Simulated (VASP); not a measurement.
An input for Quantum ESPRESSO's pw.x (written as the equivalent of a VASP run, and not itself run):

```
&CONTROL
  calculation = 'scf'
  pseudo_dir = './pseudo'
  outdir = './out'
  tprnfor = .true.
  tstress = .true.
/
&SYSTEM
  ibrav = 0
  nat = 3
  ntyp = 2
  ecutwfc = 74
  occupations = 'tetrahedra'
  input_dft = 'vdw-df2-b86r'
/
&ELECTRONS
  conv_thr = 7.3e-09
  electron_maxstep = 100
/
ATOMIC_SPECIES
  K 39.098 K.upf
  S 32.060 S.upf
CELL_PARAMETERS angstrom
     0.0000000    3.6851218    3.6851218
     3.6851218    0.0000000    3.6851218
     3.6851218    3.6851218    0.0000000
ATOMIC_POSITIONS crystal
  K    0.2500000  0.2500000  0.2500000
  K    0.7500000  0.7500000  0.7500000
  S    0.0000000  0.0000000  0.0000000
K_POINTS automatic
  6 6 6 0 0 0
```

Question: Translate this input to VASP (INCAR, KPOINTS, POSCAR, choice of POTCAR).

Answer: This is not unique; one that fits is 
### INCAR
```
# general
SYSTEM    =  K2S
PREC      =  Accurate
ENCUT     =  520
LREAL     =  .FALSE.   # projection in real space or not
LASPH     =  .TRUE.   # aspherical one-centre terms

# electronic loop
EDIFF     =  1E-7   # SCF stop (eV)
NELM      =  100
ALGO      =  Normal   # blocked Davidson

# smearing
ISMEAR    =  -5

# functional
GGA       =  MK
LUSE_VDW  =  .TRUE.
AGGAC     =  0.0
PARAM1    =  0.1234568
PARAM2    =  0.7114
ZAB_VDW   =  -1.8867

# ions
ISIF      =  2   # forces and stress, cell fixed

# output
LWAVE     =  .FALSE.
LCHARG    =  .TRUE.
LORBIT    =  11   # lm-projected
NEDOS     =  601

# other
LEFG      =  .TRUE.
```

POSCAR:
```
K2S
7.3702440
  0.0000000000   0.4999999672   0.4999999672
  0.4999999672   0.0000000000   0.4999999672
  0.4999999672   0.4999999672   0.0000000000
K S
2 1
Cart
  0.2499999836   0.2499999836   0.2499999836
  0.7499999509   0.7499999509   0.7499999509
  0.0000000000   0.0000000000   0.0000000000
```

**KPOINTS**
```
Automatic mesh
0
Gamma
6 6 6
0 0 0
```

POTCAR, in this order: K_sv S (PBE.64 set). Program: vasp_std.

The two are equivalent in intent, not identical: the potentials are each code's own (VASP's PAW set, PseudoDojo norm-conserving files in pw.x), so ENCUT and ecutwfc are chosen apart and not converted; conv_thr bounds pw.x's estimated SCF error, while EDIFF bounds the energy change between steps; the field gradients of LEFG aren't asked of the other code.

The compound is K2S in the antifluorite structure. It was relaxed first.
